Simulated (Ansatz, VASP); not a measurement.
**Cross-check of Sn3H4 (Sn wire along [110], 6 atoms a period, H-terminated) between VASP and Ansatz**

Aim: how closely do two programs agree when they are given the same cell, functional and k mesh? The cell is taken from a series of runs on this material, whose earlier steps may have relaxed, scaled, displaced or heated it; both programs get it as it stands.

Method: plane waves, with VASP 6.6.1 beside it; single point at PBE and single point at r2SCAN, in Ansatz 0.2.0.

## Step 1: Set-up

The cell holds 14 atoms: 6 Sn and 8 H. Cell: a = 13.808 Å, b = 14.360 Å, c = 4.706 Å, α = 90.0°, β = 90.0°, γ = 90.0°. Vacuum lies along a and b. The structure's axis is c.

## Step 2: Ansatz: single point, PBE

Ansatz runs on its PAW soft_1 files.

With cell and atoms fixed, the geometry can't cause a difference; cores, projectors, grids and the points listed under the comparison can.

input.yaml

```yaml
crystal:
  lattice:
    - [13.808, 0.0, 0.0]
    - [0.0, 14.36, 0.0]
    - [0.0, 0.0, 4.7058009839]
  atoms:
    - { symbol: Sn, position: [0.437696461, 0.663989605, 0.0] }
    - { symbol: H, position: [0.519353963, 0.756098361, 0.0] }
    - { symbol: Sn, position: [0.552336763, 0.5, 0.0] }
    - { symbol: H, position: [0.265712732, 0.212049076, 0.5] }
    - { symbol: H, position: [0.237389528, 0.404288798, 0.5] }
    - { symbol: H, position: [0.265712732, 0.787950924, 0.5] }
    - { symbol: H, position: [0.237389528, 0.595711202, 0.5] }
    - { symbol: Sn, position: [0.325305538, 0.318344158, 0.5] }
    - { symbol: Sn, position: [0.325305538, 0.681655842, 0.5] }
    - { symbol: Sn, position: [0.668200299, 0.5, 0.5] }
    - { symbol: H, position: [0.74312687, 0.403099802, 0.5] }
    - { symbol: H, position: [0.74312687, 0.596900198, 0.5] }
    - { symbol: Sn, position: [0.437696461, 0.336010395, 0.0] }
    - { symbol: H, position: [0.519353963, 0.243901639, 0.0] }
kpoints:
  mp_grid: { grid: [1, 1, 18] }
  band_path: { path: ["Γ", Z], npoints: 90 }
scf:
  occupations: { method: fermi_dirac, width: 0.05 }
hamiltonian:
  xc: pbe
  pseudopotentials: { kind: paw, azcp: { folder: soft_1 } }
output:
  dos: { e_range: [-5, 4] }
  write_potential: true
  write_density: true
  volumetric_format: npy
```

Run with:

```sh
ansatz run input.yaml --threads 4 --pin off --max-ram 16384MiB --backend cpu --events-out ev --progress --plain --runs-dir out
```

Numbers of over 12 decimals in the logs are rounded to 6 here.

Log:

```text
Engine: ansatz 0.2.0, aarch64-unknown-linux-gnu
Pseudopotentials: kind: paw
Pseudopotential: Sn, paw, valence charge 14, recommended cutoff 420 eV (normal), soft_1/Sn.paw.azcp
Pseudopotential: H, paw, valence charge 1, recommended cutoff 420 eV (normal), soft_1/H.paw.azcp
Functional definition: PBE
  parameter kappa = 0.804
  parameter beta = 0.066725
  exchange = pbe_x(kappa = kappa, mu = beta*pi^2/3)
  correlation = pbe_c(beta = beta)
Crystal: 14 atoms, lattice volume = 933.080 Å³
Basis set: ecut = 420 eV, 18191 PW (Γ)
Bands: 60, of which v1, the nominal top of the filled ones, is band 46 counted from 1 (45 counted from 0)
Symmetry: 4 space group operations
Space group: Pmm2 (ITA 25), of the structure as read, at distance tolerance 9.8e-5 Å
k-points: 10 of 18
Non-local potential: Sn, projectors of the file, l = 0: 2, l = 1: 2, l = 2: 2, l = 3: 1
Non-local potential: H, projectors of the file, l = 0: 2, l = 1: 1
PAW form: soft (Blöchl's): semilocal exchange-correlation on the pseudo side does not see the compensation charge
PAW one-centre angular grid: Sn, 590 points (default); XC on 64 Gauss nodes
PAW one-centre angular grid: H, 110 points (default); XC on 64 Gauss nodes
Initial density: superposition of atomic densities (neutral atoms: chi_scale 0, normalization atom)
Initial wavefunctions: pseudopotential atomic-orbital guess
Functional: x = pbe(κ = 0.804, μ = 0.219515), c = pbe(β = 0.066725)
SCF iter   1: F=—  HF=-36271.710828 eV  |F-HF|=—  |Δ(HF+E_count)|=         —  Δρ=2.80e-2  dr2=7.39e0  ethr=3.10e-3  ⟨swp⟩=8.7  Hψ=2926  notcnv=0  defer=8
preconditioner: auto → Resta (q_TF=auto, 1.854 Å⁻¹)  ε∞=1.7  [insulator: Δε(μ)=1.452 eV  Ē_g=8.393 eV  σ=0.050 eV  W_gap=1.00  n_scr=102 (ndim 8)  ℏωp=6.9 eV  f_vac=0.598  D(μ)=0.00/eV (n_scr^D=0)  ε∞_Penn≈1.7  vacuum switching on, ρ_ref=5.1e-3 e/Å³]
SCF iter   2: F=—  HF=-36269.765200 eV  |F-HF|=—  |Δ(HF+E_count)|=    1.95e0  Δρ=1.01e-2  dr2=1.18e0  ethr=3.10e-3  ⟨swp⟩=4.0  Hψ=1000  notcnv=0  defer=67
SCF iter   3: F=—  HF=-36269.487131 eV  |F-HF|=—  |Δ(HF+E_count)|=   2.78e-1  Δρ=2.88e-3  dr2=2.03e-1  ethr=1.29e-3  ⟨swp⟩=3.9  Hψ=931  notcnv=0  defer=68
SCF iter   4: F=—  HF=-36269.451275 eV  |F-HF|=—  |Δ(HF+E_count)|=   3.59e-2  Δρ=9.30e-4  dr2=1.32e-2  ethr=2.20e-4  ⟨swp⟩=4.7  Hψ=1158  notcnv=0  defer=68
SCF iter   5: F=—  HF=-36269.451809 eV  |F-HF|=—  |Δ(HF+E_count)|=   5.34e-4  Δρ=3.54e-4  dr2=9.93e-4  ethr=1.43e-5  ⟨swp⟩=2.3  Hψ=822  notcnv=0  defer=68
SCF iter   6: F=—  HF=-36269.452466 eV  |F-HF|=—  |Δ(HF+E_count)|=   6.57e-4  Δρ=1.01e-4  dr2=2.32e-4  ethr=1.08e-6  ⟨swp⟩=2.0  Hψ=688  notcnv=0  defer=68
SCF iter   7: F=—  HF=-36269.452500 eV  |F-HF|=—  |Δ(HF+E_count)|=   3.37e-5  Δρ=2.71e-5  dr2=2.14e-5  ethr=2.53e-7  ⟨swp⟩=2.0  Hψ=660  notcnv=0  defer=68
SCF iter   8: F=—  HF=-36269.452612 eV  |F-HF|=—  |Δ(HF+E_count)|=   1.12e-4  Δρ=1.02e-5  dr2=1.33e-6  ethr=2.32e-8  ⟨swp⟩=2.0  Hψ=666  notcnv=0  defer=68
SCF iter   9: F=—  HF=-36269.452613 eV  |F-HF|=—  |Δ(HF+E_count)|=   1.54e-6  Δρ=3.76e-6  dr2=2.04e-7  ethr=1.44e-9  ⟨swp⟩=2.2  Hψ=756  notcnv=0  defer=68
SCF iter  10: F=-36269.452613 eV  HF=-36269.452613 eV  |F-HF|=2.74e-8  |Δ(HF+E_count)|=   2.51e-7  Δρ=1.10e-6  dr2=1.36e-8  ethr=1.09e-10  ⟨swp⟩=15.2  Hψ=2754  notcnv=0
SCF 1 converged in 10 iterations: F = -36269.452613 eV  dr2 = 1.36e-8
  greatest PAW one-centre occupation: 0.991 electrons in one spin orbital (limit 2), on the Sn atom at site 9 (counted from 0), in its partial waves of l = 2
NSCF: frozen V_eff on 91 k-points
WARN: The output density's exchange-correlation potential varies sharply where the density is thin. Do not read a vacuum level from v_tot or v_xc, or from such a field of the output density. On a cell that repeats whose density bears no net charge and no dipole along the vacuum's axis use v_es (v_loc + v_h of the components); under efield.dipole_correction with no amplitude use v_es + v_field, which holds any externa [...]
SCF converged after 10 iterations
Free energy (F): -36269.452613 eV
Harris-Foulkes:  -36269.452613 eV  (|F-HF|=2.74e-8)
Internal energy: -36269.452613 eV  (E = F + TS)
E sigma→0 (E₀):  -36269.452613 eV
Entropy (-TS):   -0.000000 eV (-0.000 meV/atom)
Fermi energy:    -1.525261 eV
--- Per-component energies (eV) ---
  E_band       = -1574.772744
  E_kinetic    = 1107.897348
  E_local      = -26291.394471  (includes V_loc(G=0)·N_el)
  E_nonlocal   = 874.105475
  E_hartree    = 12627.442246
  E_xc         = -817.829662
  E_vxc        = -562.301874  (∫ρ·V_xc dr)
  E_paw        = -26227.771231  (= ΣΔE_a)
  E_vpaw       = -1957.958799  (= ΣTr[D̂ρ^β])
  E_aug_tail   = -0.005412  (compensation charges beyond the density's cutoff)
  E_ewald      = 2458.103095
  E_smearing   = -0.000000  (= −TS)
  E_closure    = 0.000000  (closes the sum)
  Σ components = -36269.452613   (vs F -36269.452613, Δ=0.00e0)
--- Band table (eV; the first three rows and the last of 10) ---
  k-point 0: bands = [... 42 lower, -3.2681, -3.1920, -2.6896, -2.3073, -0.7425, -0.5613, -0.4161, 0.8948, ... 10 higher]
  k-point 1: bands = [... 42 lower, -3.3623, -3.1202, -2.8395, -2.4993, -0.5330, -0.3710, -0.2501, 0.9168, ... 10 higher]
  k-point 2: bands = [... 42 lower, -3.3959, -3.1579, -3.1049, -2.8858, -0.1239, 0.0609, 0.1725, 0.9971, ... 10 higher]
  k-point 9: bands = [... 42 lower, -4.4568, -4.1715, -3.5892, -3.5732, 0.1827, 0.4821, 0.8393, 0.9652, ... 10 higher]
```

## Step 3: VASP: single point, PBE

The same cell, functional, mesh and smearing now go to VASP, with its own data sets.

Lines of VASP's logs that name or quote its potential files are left out, and so is its time.

INCAR

```
SYSTEM = Sn3H4
PREC = Accurate
ENCUT = 400
EDIFF = 1E-06
NELM = 120
ISMEAR = -1
SIGMA = 0.05
LREAL = .FALSE.
ALGO = Normal
GGA = PE
NBANDS = 60
LORBIT = 11
LWAVE = .FALSE.
LCHARG = .FALSE.
ISIF = 2
LASPH = .TRUE.
GGA_COMPAT = .FALSE.
EFERMI = MIDGAP
KPAR = 4
```

POSCAR

```
Sn3H4
1.0
   13.8080000000      0.0000000000      0.0000000000
    0.0000000000     14.3600000000      0.0000000000
    0.0000000000      0.0000000000      4.7058009839
Sn H
6 8
Direct
    0.4376964610      0.6639896050      0.0000000000
    0.5523367630      0.5000000000      0.0000000000
    0.3253055380      0.3183441580      0.5000000000
    0.3253055380      0.6816558420      0.5000000000
    0.6682002990      0.5000000000      0.5000000000
    0.4376964610      0.3360103950      0.0000000000
    0.5193539630      0.7560983610      0.0000000000
    0.2657127320      0.2120490760      0.5000000000
    0.2373895280      0.4042887980      0.5000000000
    0.2657127320      0.7879509240      0.5000000000
    0.2373895280      0.5957112020      0.5000000000
    0.7431268700      0.4030998020      0.5000000000
    0.7431268700      0.5969001980      0.5000000000
    0.5193539630      0.2439016390      0.0000000000
```

KPOINTS

```
Automatic mesh
0
Gamma
1 1 18
0 0 0
```

Potentials, in the order of the species: Sn_d and H (PBE family, release 64).

Run with:

```sh
mpirun -np 4 vasp_std
```

Log:

```text
[banner, memory and clock lines left out]
running    4 mpi-ranks, on    1 nodes
 distrk:  each k-point on    1 cores,    4 groups
 distr:  one band on    1 cores,    1 groups

 POSCAR found type information on POSCAR SnH
 POSCAR found :  2 types and      14 ions
 LDA part: xc-table for (Slater+PW92), standard interpolation
 POSCAR, INCAR and KPOINTS ok, starting setup
 FFT: planning ... GRIDC
 FFT: planning ... GRID_SOFT
 FFT: planning ... GRID
 WAVECAR not read
 entering main loop
       N       E                     dE             d eps       ncg     rms          rms(c)
DAV:   1     0.626185240420E+03    0.62619E+03   -0.37688E+04  1552   0.109E+03
DAV:   2     0.120977485994E+02   -0.61409E+03   -0.60239E+03  1368   0.293E+02
DAV:   3    -0.469640978883E+02   -0.59062E+02   -0.58838E+02  1432   0.123E+02
DAV:   4    -0.491831104706E+02   -0.22190E+01   -0.22161E+01  1448   0.273E+01
DAV:   5    -0.492666148981E+02   -0.83504E-01   -0.83502E-01  1728   0.465E+00    0.102E+01
DAV:   6    -0.474223704126E+02    0.18442E+01   -0.11477E+00  1672   0.627E+00    0.563E+00
DAV:   7    -0.469054184711E+02    0.51695E+00   -0.27711E+00  1472   0.635E+00    0.123E+00
DAV:   8    -0.468940952180E+02    0.11323E-01   -0.42848E-01  1476   0.466E+00    0.562E-01
DAV:   9    -0.468877362387E+02    0.63590E-02   -0.51347E-02  1512   0.178E+00    0.265E-01
DAV:  10    -0.468861376857E+02    0.15986E-02   -0.15005E-02  1640   0.584E-01    0.199E-01
DAV:  11    -0.468862240662E+02   -0.86380E-04   -0.82798E-03  1408   0.512E-01    0.918E-02
DAV:  12    -0.468868295455E+02   -0.60548E-03   -0.13628E-03  1368   0.194E-01    0.607E-02
DAV:  13    -0.468875463996E+02   -0.71685E-03   -0.65437E-04  1340   0.148E-01    0.239E-02
DAV:  14    -0.468877922710E+02   -0.24587E-03   -0.17962E-04  1408   0.873E-02    0.152E-02
DAV:  15    -0.468881104315E+02   -0.31816E-03   -0.76144E-05  1396   0.546E-02    0.601E-03
DAV:  16    -0.468882288345E+02   -0.11840E-03   -0.19201E-05  1232   0.235E-02    0.703E-03
DAV:  17    -0.468884629738E+02   -0.23414E-03   -0.13658E-05  1048   0.254E-02    0.345E-03
DAV:  18    -0.468885618716E+02   -0.98898E-04   -0.78661E-06  1200   0.938E-03    0.464E-03
DAV:  19    -0.468886396569E+02   -0.77785E-04   -0.66505E-06  1040   0.166E-02    0.140E-03
DAV:  20    -0.468886508378E+02   -0.11181E-04   -0.21194E-06  1048   0.102E-02    0.174E-03
DAV:  21    -0.468886523800E+02   -0.15422E-05   -0.25427E-07   964   0.470E-03    0.970E-04
DAV:  22    -0.468886535608E+02   -0.11808E-05   -0.28461E-07   936   0.290E-03    0.295E-04
DAV:  23    -0.468886538796E+02   -0.31881E-06   -0.10972E-07   904   0.281E-03
   1 F= -.46888654E+02 E0= -.46888654E+02  d E =-.311805E-07
```

OUTCAR, selected parts (step 3):

```text
ion  position               nearest neighbor table
   1  0.438  0.664  0.000-   7 1.74   4 2.83   4 2.83   2 2.84
   2  0.552  0.500  0.000-   1 2.84   6 2.84   5 2.85   5 2.85
   3  0.325  0.318  0.500-   9 1.73   8 1.73   6 2.83   6 2.83
   4  0.325  0.682  0.500-  11 1.73  10 1.73   1 2.83   1 2.83
   5  0.668  0.500  0.500-  12 1.73  13 1.73   2 2.85   2 2.85
   6  0.438  0.336  0.000-  14 1.74   3 2.83   3 2.83   2 2.84
   7  0.519  0.756  0.000-   1 1.74
   8  0.266  0.212  0.500-   3 1.73
   9  0.237  0.404  0.500-   3 1.73
  10  0.266  0.788  0.500-   4 1.73
  11  0.237  0.596  0.500-   4 1.73
  12  0.743  0.403  0.500-   5 1.73
  13  0.743  0.597  0.500-   5 1.73
  14  0.519  0.244  0.000-   6 1.74

  LATTYP: Found a simple orthorhombic cell.
 ALAT       =     4.7058009839
 B/A-ratio  =     2.9342507359
 C/A-ratio  =     3.0515527642

 Subroutine GETGRP returns: Found  4 space group operations
 (whereof  4 operations were pure point group operations)

The static configuration has the point symmetry C_2v.

 Found     10 irreducible k-points:

   k-points           NKPTS =     10   k-points in BZ     NKDIM =     10   number of bands    NBANDS=     60

   dimension x,y,z NGX =    90 NGY =   96 NGZ =   32
   dimension x,y,z NGXF=   180 NGYF=  192 NGZF=   64

   ENCUT  =  400.0 eV  29.40 Ry    5.42 a.u.  22.52 23.42  7.67*2*pi/ulx,y,z

   NELECT =      92.0000    total number of electrons

 k-points in reciprocal lattice and weights: Automatic mesh
   0.00000000  0.00000000  0.00000000       0.056
   0.00000000  0.00000000  0.05555556       0.111
   0.00000000  0.00000000  0.11111111       0.111
   0.00000000  0.00000000  0.16666667       0.111
   0.00000000  0.00000000  0.22222222       0.111
   0.00000000  0.00000000  0.27777778       0.111
   0.00000000  0.00000000  0.33333333       0.111
   0.00000000  0.00000000  0.38888889       0.111
   0.00000000  0.00000000  0.44444444       0.111
   0.00000000  0.00000000  0.50000000       0.056

 average (electrostatic) potential at core
       1-109.0518       2-109.1029       3-109.0220       4-109.0220       5-109.0270
       6-109.0518       7 -38.7297       8 -38.7724       9 -38.7495      10 -38.7724
      11 -38.7495      12 -38.7506      13 -38.7506      14 -38.7297

 E-fermi :  -2.0388

 k-point     1 :       0.0000    0.0000    0.0000
  band No.  band energies     occupation
    ...
     42      -3.8667      2.00000
     43      -3.7799      2.00000
     44      -3.7057      2.00000
     45      -3.2038      2.00000
     46      -2.8214      2.00000
     47      -1.2555      0.00000
     48      -1.0746      0.00000
     49      -0.9291      0.00000
     50       0.3829      0.00000
     51       0.8368      0.00000
    ...

 k-point     2 :       0.0000    0.0000    0.0556
  band No.  band energies     occupation
    ...
     42      -3.9716      2.00000
     43      -3.8742      2.00000
     44      -3.6329      2.00000
     45      -3.3535      2.00000
     46      -3.0132      2.00000
     47      -1.0461      0.00000
     48      -0.8844      0.00000
     49      -0.7631      0.00000
     50       0.4049      0.00000
     51       0.8495      0.00000
    ...

 k-point     3 :       0.0000    0.0000    0.1111
  band No.  band energies     occupation
    ...
     42      -4.2820      2.00000
     43      -3.9079      2.00000
     44      -3.6716      2.00000
     45      -3.6174      2.00000
     46      -3.3994      2.00000
     47      -0.6370      0.00000
     48      -0.4524      0.00000
     49      -0.3406      0.00000
     50       0.4852      0.00000
     51       0.7235      0.00000
    ...

  Total       -0.5854441     -0.7109975     -0.5348916      0.0000000      0.0000000      0.0000000
  in kB       -1.0052574     -1.2208432     -0.9184543      0.0000000      0.0000000      0.0000000
  external PRESSURE =      -1.0481850 kB  Pullay stress =       0.0000000 kB

  energy-cutoff  :      400.00
  volume of cell :      933.08
      direct lattice vectors                 reciprocal lattice vectors
    13.808000000  0.000000000  0.000000000     0.072421784  0.000000000  0.000000000
     0.000000000 14.360000000  0.000000000     0.000000000  0.069637883  0.000000000
     0.000000000  0.000000000  4.705800984     0.000000000  0.000000000  0.212503674

 POSITION                                       TOTAL-FORCE (eV/Angst)
 -----------------------------------------------------------------------------------
      6.04371      9.53489      0.00000         0.008791      0.018740      0.000000
      7.62667      7.18000      0.00000         0.001644      0.000000     -0.000000
      4.49182      4.57142      2.35290        -0.015958     -0.001092     -0.000000
      4.49182      9.78858      2.35290        -0.015958      0.001092     -0.000000
      9.22651      7.18000      2.35290         0.005330      0.000000     -0.000000
      6.04371      4.82511      0.00000         0.008791     -0.018740      0.000000
      7.17124     10.85757      0.00000        -0.008559     -0.011335     -0.000000
      3.66896      3.04502      2.35290         0.006267      0.033777     -0.000000
      3.27787      5.80559      2.35290         0.012126     -0.028689     -0.000000
      3.66896     11.31498      2.35290         0.006267     -0.033777     -0.000000
      3.27787      8.55441      2.35290         0.012126      0.028689     -0.000000
     10.26110      5.78851      2.35290        -0.006154      0.015731     -0.000000
     10.26110      8.57149      2.35290        -0.006154     -0.015731     -0.000000
      7.17124      3.50243      0.00000        -0.008559      0.011335     -0.000000
 -----------------------------------------------------------------------------------
    total drift:                               -0.001325      0.000000     -0.000002

  FREE ENERGIE OF THE ION-ELECTRON SYSTEM (eV)
  ---------------------------------------------------
  free  energy   TOTEN  =       -46.8886538796 eV

  energy  without entropy=      -46.8886538484  energy(sigma->0) =      -46.88865386

 total charge
# of ion       s       p       d       tot
------------------------------------------
    1        1.118   1.284   9.978  12.381
    2        1.139   1.221   9.960  12.320
    3        1.102   1.339   9.997  12.437
    4        1.102   1.339   9.997  12.437
    5        1.106   1.323   9.997  12.426
    6        1.118   1.284   9.978  12.381
    7        0.515   0.008   0.000   0.523
    8        0.515   0.008   0.000   0.524
    9        0.517   0.009   0.000   0.526
   10        0.515   0.008   0.000   0.524
   11        0.517   0.009   0.000   0.526
   12        0.516   0.008   0.000   0.524
   13        0.516   0.008   0.000   0.524
   14        0.515   0.008   0.000   0.523
--------------------------------------------------
tot         10.810   7.857  59.908  78.575

[... 3 further parts left out ...]
```

## Step 4: Side by side

Known differences besides the potentials themselves: the cutoff is 420 eV in Ansatz and 400 eV in VASP. Total energies have different zeros and are not compared.

Compared:

| quantity | Ansatz | VASP | difference |
| --- | --- | --- | --- |
| gap on the k mesh (eV) | 1.565 | 1.566 | -0.001 |

A gap on the mesh is an upper bound, since the band edges may lie between its points.

(Part 1 of 2 ends here.)

[Lines on the potential files, build, host, timing and source positions are cut from VASP's logs without a mark.]

[Logs are printed without paths, hosts, clocks, repeated set-up lines and the standing remarks that a program may print on its own settings, such as how far it seeks lower states.]

[Hosts, paths, dates, database ids (printed as entryN), source tags and the programs' standing remarks are cut or masked in the printed files.]
